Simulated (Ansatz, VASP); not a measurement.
# YSb in two plane-wave programs, part 2 of 2

One calculation is typed for both programs; each brings its own data sets. How far apart do they land? The cell is generated by rule, not measured, and may not be a known phase. The cell is taken from a series of runs on this material, whose earlier steps may have relaxed, scaled, displaced or heated it; both programs get it as it stands.

VASP 6.6.1 and Ansatz 0.2.0.

So far: The starting structure; Ansatz: zone-centre phonons, PBEsol.

### Step 3. VASP: zone-centre phonons, PBEsol

Level of this step: PBEsol; plane waves and PAW (Y_sv, Sb); invented cell (VASP).

The same cell, functional, mesh and smearing now go to VASP, with its own data sets.

Lines of VASP's logs that name or quote its potential files are left out, and so is its time.

Contents of INCAR:

```
SYSTEM = YSb
PREC = Accurate
ENCUT = 500
EDIFF = 1E-08
NELM = 120
ISMEAR = 1
SIGMA = 0.15
LREAL = .FALSE.
ALGO = Normal
GGA = PS
NBANDS = 22
LASPH = .TRUE.
LORBIT = 11
LWAVE = .FALSE.
LCHARG = .FALSE.
ISIF = 2
IBRION = 8
GGA_COMPAT = .FALSE.
KPAR = 2
```

Contents of POSCAR:

```
YSb
1.0
    4.2904556944     -0.0000028663      0.0000000000
   -2.1452253650      3.7156450583      0.0000000000
    0.0000000000      0.0000000000      7.4083936114
Y Sb
2 2
Direct
    0.0000000000      0.0000000000      0.0000000000
    0.0000000000      0.0000000000      0.5000000000
    0.3333333333      0.6666666667      0.2500000000
    0.6666666667      0.3333333333      0.7500000000
```

Contents of KPOINTS:

```
Automatic mesh
0
Gamma
12 12 6
0 0 0
```

The projector-augmented-wave data sets are Y_sv and Sb (PBE family, release 64).

Command:

```console
> mpirun -np 2 vasp_std
```

Numbers of over 12 decimals in the logs are rounded to 6 here.

Log:

```text
[banner, memory and clock lines left out]
running    2 mpi-ranks, on    1 nodes
 distrk:  each k-point on    1 cores,    2 groups
 distr:  one band on    1 cores,    1 groups

 POSCAR found type information on POSCAR Y Sb
 POSCAR found :  2 types and       4 ions
|                                                                             |
|               ----> ADVICE to this user running VASP <----                  |
|                                                                             |
|     You enforced a specific xc type in the INCAR file but a different       |
|     [... a line on the potential file left out ...]
|     I HOPE YOU KNOW WHAT YOU ARE DOING!                                     |
|                                                                             |

 LDA part: xc-table for (Slater+PW92), standard interpolation
 POSCAR, INCAR and KPOINTS ok, starting setup
 FFT: planning ... GRIDC
 FFT: planning ... GRID_SOFT
 FFT: planning ... GRID
 WAVECAR not read
 entering main loop
       N       E                     dE             d eps       ncg     rms          rms(c)
DAV:   1     0.156987468871E+03    0.15699E+03   -0.13971E+04  3344   0.127E+03
DAV:   2    -0.158519832677E+02   -0.17284E+03   -0.16479E+03  3938   0.281E+02
DAV:   3    -0.280385888711E+02   -0.12187E+02   -0.11955E+02  5682   0.547E+01
DAV:   4    -0.287676915360E+02   -0.72910E+00   -0.72688E+00  4838   0.121E+01
DAV:   5    -0.287939722007E+02   -0.26281E-01   -0.26279E-01  4996   0.225E+00    0.380E+01
DAV:   6    -0.273464927633E+02    0.14475E+01   -0.31631E+00  4002   0.737E+00    0.267E+01
DAV:   7    -0.273878177980E+02   -0.41325E-01   -0.33684E+00  4956   0.754E+00    0.386E+00
DAV:   8    -0.272407079016E+02    0.14711E+00   -0.15748E+00  3846   0.538E+00    0.160E+00
DAV:   9    -0.272282367161E+02    0.12471E-01   -0.10171E-01  4632   0.154E+00    0.369E-01
DAV:  10    -0.272288014823E+02   -0.56477E-03   -0.79210E-03  4952   0.392E-01    0.469E-01
DAV:  11    -0.272283688191E+02    0.43266E-03   -0.35467E-03  4468   0.309E-01    0.124E-01
DAV:  12    -0.272283686726E+02    0.14656E-06   -0.28261E-04  4680   0.109E-01    0.216E-02
DAV:  13    -0.272283682182E+02    0.45439E-06   -0.17214E-05  4790   0.214E-02    0.702E-03
DAV:  14    -0.272283686088E+02   -0.39066E-06   -0.51473E-07  5002   0.439E-03    0.919E-03
DAV:  15    -0.272283680157E+02    0.59317E-06   -0.21202E-07  4184   0.388E-03    0.917E-04
DAV:  16    -0.272283680138E+02    0.18053E-08   -0.14060E-08  3176   0.625E-04
   1 F= -.27228368E+02 E0= -.27228588E+02  d E =0.659550E-03
 Linear response reoptimize wavefunctions to high precision
DAV:   1    -0.272283679910E+02    0.22894E-07   -0.33719E-09  3222   0.337E-04
DAV:   2    -0.272283679910E+02   -0.18190E-10   -0.62186E-10  2608   0.148E-04
 Linear response DOF=           4
 Linear response progress:
  Degree of freedom:   1/  4
       N       E                     dE             d eps       ncg     rms          rms(c)
RMM:   1    -0.296532164068E+00   -0.29653E+00    0.47864E+00 11961   0.122E+01
RMM:   2    -0.283320346521E+00    0.13212E-01   -0.20156E-01 18698   0.210E+00    0.117E-01
RMM:   3    -0.285650180577E+00   -0.23298E-02   -0.15390E-02 20826   0.559E-01    0.762E-02
RMM:   4    -0.286180236901E+00   -0.53006E-03   -0.23650E-03 25684   0.211E-01    0.600E-02
RMM:   5    -0.286298144649E+00   -0.11791E-03   -0.59967E-04 26199   0.101E-01    0.850E-03
RMM:   6    -0.286271431445E+00    0.26713E-04   -0.19010E-04 26950   0.488E-02    0.101E-02
RMM:   7    -0.286202302467E+00    0.69129E-04   -0.77283E-05 26942   0.275E-02    0.262E-03
RMM:   8    -0.286190979010E+00    0.11323E-04   -0.46831E-05 27076   0.167E-02    0.890E-04
RMM:   9    -0.286194765586E+00   -0.37866E-05   -0.35347E-05 28040   0.114E-02    0.172E-03
RMM:  10    -0.286199411426E+00   -0.46458E-05   -0.32135E-05 27607   0.850E-03    0.401E-03
RMM:  11    -0.286196340853E+00    0.30706E-05   -0.25519E-05 26605   0.686E-03    0.230E-03
RMM:  12    -0.286199239764E+00   -0.28989E-05   -0.22580E-05 27299   0.542E-03    0.275E-03
RMM:  13    -0.286199102218E+00    0.13755E-06   -0.16837E-05 27395   0.445E-03    0.315E-03
RMM:  14    -0.286199101204E+00    0.10141E-08   -0.14813E-05 25899   0.381E-03    0.288E-03
RMM:  15    -0.286199604705E+00   -0.50350E-06   -0.10985E-05 26378   0.325E-03    0.286E-03
 first order change of Fermi-energy  -0.38340E-04
 force on displaced ion       1 direction 1 :  -3.974   0.000   0.000
 Linear response progress:
  Degree of freedom:   2/  4
       N       E                     dE             d eps       ncg     rms          rms(c)
RMM:   1    -0.321510397522E+00   -0.32151E+00    0.60502E+00  4873   0.131E+01
RMM:   2    -0.304517077186E+00    0.16993E-01   -0.22176E-01  7505   0.216E+00    0.150E-01
RMM:   3    -0.307113903696E+00   -0.25968E-02   -0.17099E-02  8652   0.563E-01    0.138E-01
RMM:   4    -0.307638430978E+00   -0.52453E-03   -0.28752E-03 10333   0.209E-01    0.129E-01
RMM:   5    -0.307718706048E+00   -0.80275E-04   -0.56029E-04 10143   0.947E-02    0.191E-02
RMM:   6    -0.307658028541E+00    0.60678E-04   -0.20365E-04 10591   0.436E-02    0.726E-03
RMM:   7    -0.307588680131E+00    0.69348E-04   -0.84652E-05 10733   0.243E-02    0.605E-03
RMM:   8    -0.307570425812E+00    0.18254E-04   -0.36325E-05 10926   0.133E-02    0.456E-03
RMM:   9    -0.307548137415E+00    0.22288E-04   -0.11137E-05 10777   0.866E-03    0.790E-04
RMM:  10    -0.307547902940E+00    0.23448E-06    0.14201E-06 11185   0.540E-03    0.379E-04
RMM:  11    -0.307548194338E+00   -0.29140E-06    0.68334E-06 11681   0.373E-03    0.482E-04
RMM:  12    -0.307549587472E+00   -0.13931E-05    0.84937E-06 11497   0.277E-03    0.900E-04
RMM:  13    -0.307547400797E+00    0.21867E-05    0.11385E-05 11172   0.217E-03    0.758E-04
RMM:  14    -0.307545549228E+00    0.18516E-05    0.11196E-05 11319   0.177E-03    0.477E-04
RMM:  15    -0.307553025025E+00   -0.74758E-05    0.11864E-05 10082   0.174E-03    0.231E-03
RMM:  16    -0.307556334939E+00   -0.33099E-05    0.11203E-05 10746   0.141E-03    0.329E-03
RMM:  17    -0.307556646057E+00   -0.31112E-06    0.93783E-06 11159   0.110E-03    0.337E-03
RMM:  18    -0.307556784724E+00   -0.13867E-06    0.86706E-06 11466   0.938E-04    0.344E-03
RMM:  19    -0.307556347661E+00    0.43706E-06    0.85924E-06 10587   0.834E-04    0.333E-03
 first order change of Fermi-energy   0.25202E-03
 force on displaced ion       1 direction 3 :   0.000   0.000  -9.367
 Linear response progress:
  Degree of freedom:   3/  4
       N       E                     dE             d eps       ncg     rms          rms(c)
RMM:   1    -0.300156330158E-01   -0.30016E-01   -0.12293E-02 25177   0.107E+00
RMM:   2    -0.275392342556E-01    0.24764E-02   -0.68524E-03 26268   0.269E-01    0.194E-01
RMM:   3    -0.277906487292E-01   -0.25141E-03   -0.10671E-03 28302   0.981E-02    0.146E-01
RMM:   4    -0.283493345208E-01   -0.55869E-03   -0.37307E-04 25764   0.791E-02    0.476E-02
RMM:   5    -0.281585106279E-01    0.19082E-03   -0.11790E-04 28511   0.348E-02    0.111E-02
RMM:   6    -0.281798357728E-01   -0.21325E-04   -0.31269E-05 31213   0.135E-02    0.576E-03
RMM:   7    -0.281937408891E-01   -0.13905E-04   -0.84896E-06 31296   0.665E-03    0.566E-04
RMM:   8    -0.281967670978E-01   -0.30262E-05   -0.38577E-06 33354   0.313E-03    0.433E-04
RMM:   9    -0.281989908564E-01   -0.22238E-05   -0.26515E-07 32916   0.175E-03    0.274E-04
RMM:  10    -0.281999065168E-01   -0.91566E-06   -0.65435E-07 33706   0.979E-04    0.114E-04
RMM:  11    -0.281991145817E-01    0.79194E-06   -0.54486E-08 32143   0.591E-04    0.150E-04
RMM:  12    -0.281993034441E-01   -0.18886E-06   -0.28714E-07 33292   0.356E-04    0.120E-04
RMM:  13    -0.281993331190E-01   -0.29675E-07   -0.56812E-08 33718   0.212E-04    0.888E-05
RMM:  14    -0.281994487289E-01   -0.11561E-06   -0.90636E-08 32253   0.145E-04    0.440E-05
RMM:  15    -0.281994936090E-01   -0.44880E-07   -0.20789E-08 32476   0.103E-04    0.893E-06
RMM:  16    -0.281994845499E-01    0.90591E-08   -0.43983E-08 33094   0.712E-05    0.491E-06
 first order change of Fermi-energy   0.22924E-04
 force on displaced ion       3 direction 1 :  -4.287  -0.001   0.000
 Linear response progress:
  Degree of freedom:   4/  4
       N       E                     dE             d eps       ncg     rms          rms(c)
RMM:   1    -0.393987904573E-01   -0.39399E-01    0.49775E-03  9419   0.110E+00
RMM:   2    -0.373786999895E-01    0.20201E-02   -0.68183E-03  8853   0.270E-01    0.413E-01
RMM:   3    -0.372117140101E-01    0.16699E-03   -0.11809E-03  9296   0.115E-01    0.167E-01
RMM:   4    -0.373583834506E-01   -0.14667E-03   -0.26029E-04  9986   0.482E-02    0.658E-02
RMM:   5    -0.374524986655E-01   -0.94115E-04   -0.43260E-05 10122   0.255E-02    0.135E-02
RMM:   6    -0.374662727477E-01   -0.13774E-04   -0.93262E-06 10596   0.117E-02    0.752E-03
RMM:   7    -0.374648681361E-01    0.14046E-05   -0.17093E-05 10810   0.583E-03    0.276E-03
RMM:   8    -0.374687437778E-01   -0.38756E-05   -0.34462E-06 10091   0.422E-03    0.418E-03
RMM:   9    -0.374678182943E-01    0.92548E-06   -0.41877E-06 10869   0.192E-03    0.137E-03
RMM:  10    -0.374682882496E-01   -0.46996E-06   -0.32427E-06 10745   0.112E-03    0.977E-04
RMM:  11    -0.374682353629E-01    0.52887E-07   -0.22078E-06 11311   0.644E-04    0.268E-04
RMM:  12    -0.374678018155E-01    0.43355E-06   -0.15046E-06 10214   0.499E-04    0.216E-04
RMM:  13    -0.374677763507E-01    0.25465E-07   -0.81709E-07 11271   0.262E-04    0.153E-04
RMM:  14    -0.374678200658E-01   -0.43715E-07   -0.65348E-07 10683   0.181E-04    0.873E-05
RMM:  15    -0.374677767097E-01    0.43356E-07   -0.19917E-07 11171   0.112E-04    0.508E-05
RMM:  16    -0.374678207039E-01   -0.43994E-07   -0.29220E-07 10331   0.956E-05    0.194E-05
RMM:  17    -0.374678025545E-01    0.18149E-07   -0.24708E-07 10919   0.679E-05    0.884E-06
RMM:  18    -0.374677947800E-01    0.77745E-08   -0.16224E-07 11157   0.527E-05    0.803E-06
RMM:  19    -0.374677858280E-01    0.89519E-08   -0.40886E-08 10893   0.444E-05    0.685E-06
 first order change of Fermi-energy  -0.38851E-03
 force on displaced ion       3 direction 3 :  -0.000   0.000  -6.927
 Linear response finished
```

OUTCAR, selected parts (step 3):

```text
ion  position               nearest neighbor table
   1  0.000  0.000  0.000-   3 3.09   4 3.09   4 3.09   3 3.09   4 3.09   3 3.09   2 3.70   2 3.70

  LATTYP: Found a hexagonal cell.
 ALAT       =     4.2904556944
 C/A-ratio  =     1.7267148618

 Subroutine GETGRP returns: Found 24 space group operations
 (whereof 12 operations were pure point group operations)

The static configuration has the point symmetry D_3d.
 The point group associated with its full space group is D_6h.

 Found     76 irreducible k-points:

   k-points           NKPTS =     76   k-points in BZ     NKDIM =     76   number of bands    NBANDS=     22

   dimension x,y,z NGX =    32 NGY =   32 NGZ =   54
   dimension x,y,z NGXF=    64 NGYF=   64 NGZF=  108

   ENCUT  =  500.0 eV  36.75 Ry    6.06 a.u.   7.82  7.82 13.51*2*pi/ulx,y,z

   NELECT =      32.0000    total number of electrons

 k-points in reciprocal lattice and weights: Automatic mesh
   0.00000000  0.00000000  0.00000000       0.001
   0.08333333  0.00000000  0.00000000       0.007
   0.16666667  0.00000000  0.00000000       0.007
   0.25000000  0.00000000  0.00000000       0.007
   0.33333333 -0.00000000  0.00000000       0.007
   0.41666667  0.00000000  0.00000000       0.007
   0.50000000  0.00000000  0.00000000       0.003
   0.08333333  0.08333333  0.00000000       0.007
   0.16666667  0.08333333  0.00000000       0.014
[...]
0.33333333  0.25000000  0.50000000       0.014
   0.33333333  0.33333333  0.50000000       0.002

 average (electrostatic) potential at core
       1 -35.6028       2 -35.6028       3 -86.3395       4 -86.3395

  Total        0.0589981      0.0589981      0.0589444     -0.0000000      0.0000000      0.0000000
  in kB        0.8003633      0.8003633      0.7996342     -0.0000000      0.0000000      0.0000000
  external PRESSURE =       0.8001203 kB  Pullay stress =       0.0000000 kB

  energy-cutoff  :      500.00
  volume of cell :      118.10
      direct lattice vectors                 reciprocal lattice vectors
     4.290455694 -0.000002866  0.000000000     0.233075565  0.134566033  0.000000000
    -2.145225365  3.715645058  0.000000000     0.000000180  0.269132377  0.000000000
     0.000000000  0.000000000  7.408393611     0.000000000  0.000000000  0.134982029

 POSITION                                       TOTAL-FORCE (eV/Angst)
 -----------------------------------------------------------------------------------
      0.00000      0.00000      0.00000        -0.000000      0.000000     -0.000000
      0.00000      0.00000      3.70420        -0.000000      0.000000     -0.000000
      0.00000      2.47710      1.85210         0.000000      0.000000     -0.000000
      2.14523      1.23855      5.55630        -0.000000     -0.000000      0.000000
 -----------------------------------------------------------------------------------
    total drift:                                0.000000     -0.000000      0.000000

 Eigenvectors and eigenvalues of the dynamical matrix
 ----------------------------------------------------

   1 f  =    6.032385 THz    37.902590 2PiTHz  201.218691 cm-1    24.947927 meV
             X         Y         Z           dx          dy          dz
      0.000000  0.000000  0.000000    -0.000000   -0.000000   -0.707107
      0.000000  0.000000  3.704197    -0.000000    0.000000    0.707107
      0.000002  2.477096  1.852098     0.000000    0.000000    0.000000
      2.145229  1.238546  5.556295     0.000000    0.000000    0.000000

   2 f  =    5.090302 THz    31.983313 2PiTHz  169.794208 cm-1    21.051789 meV
             X         Y         Z           dx          dy          dz
      0.000000  0.000000  0.000000    -0.000000    0.000000   -0.539994
      0.000000  0.000000  3.704197    -0.000000    0.000000   -0.539994
      0.000002  2.477096  1.852098     0.000000    0.000000    0.456515
      2.145229  1.238546  5.556295     0.000000   -0.000000    0.456515

   3 f  =    4.205125 THz    26.421579 2PiTHz  140.267868 cm-1    17.390991 meV
             X         Y         Z           dx          dy          dz
      0.000000  0.000000  0.000000     0.406871   -0.355472   -0.000000
      0.000000  0.000000  3.704197     0.406871   -0.355472    0.000000
      0.000002  2.477096  1.852098    -0.343532    0.300135   -0.000000
      2.145229  1.238546  5.556295    -0.343532    0.300135    0.000000

   4 f  =    4.205125 THz    26.421579 2PiTHz  140.267868 cm-1    17.390991 meV
             X         Y         Z           dx          dy          dz
      0.000000  0.000000  0.000000     0.355472    0.406871   -0.000000
      0.000000  0.000000  3.704197     0.355472    0.406871    0.000000
      0.000002  2.477096  1.852098    -0.300135   -0.343532    0.000000
      2.145229  1.238546  5.556295    -0.300135   -0.343532   -0.000000

   5 f  =    4.124590 THz    25.915561 2PiTHz  137.581500 cm-1    17.057924 meV
             X         Y         Z           dx          dy          dz
      0.000000  0.000000  0.000000     0.000000   -0.000000    0.000000
      0.000000  0.000000  3.704197     0.000000   -0.000000    0.000000
      0.000002  2.477096  1.852098    -0.000000    0.000000    0.707107
      2.145229  1.238546  5.556295    -0.000000    0.000000   -0.707107

   6 f  =    3.394707 THz    21.329572 2PiTHz  113.235231 cm-1    14.039373 meV
             X         Y         Z           dx          dy          dz
      0.000000  0.000000  0.000000     0.532502   -0.465232    0.000000
      0.000000  0.000000  3.704197    -0.532502    0.465232   -0.000000
      0.000002  2.477096  1.852098    -0.000000    0.000000   -0.000000
      2.145229  1.238546  5.556295     0.000000   -0.000000    0.000000

   7 f  =    3.394707 THz    21.329572 2PiTHz  113.235231 cm-1    14.039373 meV
             X         Y         Z           dx          dy          dz
      0.000000  0.000000  0.000000     0.465232    0.532502   -0.000000
      0.000000  0.000000  3.704197    -0.465232   -0.532502    0.000000
      0.000002  2.477096  1.852098     0.000000    0.000000   -0.000000
      2.145229  1.238546  5.556295    -0.000000   -0.000000    0.000000

   8 f  =    3.139050 THz    19.723235 2PiTHz  104.707450 cm-1    12.982063 meV
             X         Y         Z           dx          dy          dz
      0.000000  0.000000  0.000000     0.000000   -0.000000   -0.000000
      0.000000  0.000000  3.704197    -0.000000    0.000000    0.000000
      0.000002  2.477096  1.852098     0.532510   -0.465224    0.000000
      2.145229  1.238546  5.556295    -0.532510    0.465224   -0.000000

   9 f  =    3.139050 THz    19.723235 2PiTHz  104.707450 cm-1    12.982063 meV
             X         Y         Z           dx          dy          dz
      0.000000  0.000000  0.000000     0.000000   -0.000000   -0.000000
      0.000000  0.000000  3.704197     0.000000    0.000000    0.000000
      0.000002  2.477096  1.852098     0.465224    0.532510   -0.000000
      2.145229  1.238546  5.556295    -0.465224   -0.532510    0.000000

  10 f/i=    0.024940 THz     0.156705 2PiTHz    0.831919 cm-1     0.103145 meV
             X         Y         Z           dx          dy          dz
      0.000000  0.000000  0.000000     0.333459    0.311289   -0.000000
      0.000000  0.000000  3.704197     0.333459    0.311289   -0.000000
      0.000002  2.477096  1.852098     0.394940    0.368683   -0.000000
      2.145229  1.238546  5.556295     0.394940    0.368683   -0.000000

  11 f/i=    0.024940 THz     0.156705 2PiTHz    0.831919 cm-1     0.103145 meV
             X         Y         Z           dx          dy          dz
      0.000000  0.000000  0.000000    -0.311289    0.333459   -0.000000
      0.000000  0.000000  3.704197    -0.311289    0.333459   -0.000000
      0.000002  2.477096  1.852098    -0.368683    0.394940   -0.000000
      2.145229  1.238546  5.556295    -0.368683    0.394940   -0.000000

  12 f/i=    0.026983 THz     0.169541 2PiTHz    0.900067 cm-1     0.111594 meV
             X         Y         Z           dx          dy          dz
      0.000000  0.000000  0.000000     0.000000   -0.000000   -0.456515
      0.000000  0.000000  3.704197     0.000000   -0.000000   -0.456515
      0.000002  2.477096  1.852098     0.000000   -0.000000   -0.539994
      2.145229  1.238546  5.556295     0.000000   -0.000000   -0.539994

 ELASTIC MODULI CONTR FROM IONIC RELAXATION (kBar)
 Direction    XX          YY          ZZ          XY          YZ          ZX
 --------------------------------------------------------------------------------
 XX        -106.0332    106.0332     -0.0000      0.0000      0.0000     -0.0000
 YY         106.0332   -106.0332      0.0000      0.0000     -0.0000      0.0000
 ZZ          -0.0000      0.0000     -0.0000      0.0000      0.0000     -0.0000
 XY           0.0000      0.0000      0.0000   -106.0332     -0.0000      0.0000
 YZ           0.0000     -0.0000      0.0000     -0.0000     -0.0000      0.0000
 ZX          -0.0000      0.0000     -0.0000      0.0000      0.0000     -0.0000
 --------------------------------------------------------------------------------
```

### Step 4. Differences

Known differences besides the potentials themselves: the data sets hold 52 valence electrons in Ansatz (on its default PAW (the set named soft_2) files) and 32 in VASP; the cutoff is 420 eV in Ansatz and 500 eV in VASP; Ansatz makes its cores anew for this functional, VASP keeps those of its PBE data sets. Total energies have different zeros and are not compared.

Both answers:

```csv
quantity,Ansatz,VASP,difference
optical mode 1 to 2 (cm⁻¹),104.7,104.7,-0.05 %
optical mode 3 to 4 (cm⁻¹),110.9,113.2,-2.09 %
optical mode 5 (cm⁻¹),137.8,137.6,+0.20 %
optical mode 6 to 7 (cm⁻¹),139.0,140.3,-0.88 %
optical mode 8 (cm⁻¹),168.3,169.8,-0.89 %
optical mode 9 (cm⁻¹),199.8,201.2,-0.69 %
```

Modes are paired by rising frequency, not by their patterns, so a pair may set unlike modes beside each other; they are those without the splitting of longitudinal modes.

### Step 5. Results

```json
{
 "r.m.s. difference of the optical zone-centre modes, each program's sorted by frequency (zone-centre phonons, PBEsol)": "1.4 cm⁻¹",
 "difference in optical mode 3 to 4 (zone-centre phonons, PBEsol)": "-2.1 %"
}
```

**Reading.** The r.m.s. difference of the optical zone-centre modes, each program's sorted by frequency is 1.4 cm⁻¹ (zone-centre phonons, PBEsol). The data sets hold unlike numbers of valence electrons (52 in Ansatz and 32 in VASP), so part of the differences comes from the potentials. Among the rows given in per cent, the largest difference of the zone-centre phonons, PBEsol pair is in optical mode 3 to 4, -2.1 %. Such differences can come from data sets, numerical settings and the points named under the comparisons, not from the functional's error against experiment.

[Lines on the potential files, build, host, timing and source positions are cut from VASP's logs without a mark.]

[Logs are printed without paths, hosts, clocks, repeated set-up lines and the standing remarks that a program may print on its own settings, such as how far it seeks lower states.]

[Hosts, paths, dates, database ids (printed as entryN), source tags and the programs' standing remarks are cut or masked in the printed files.]
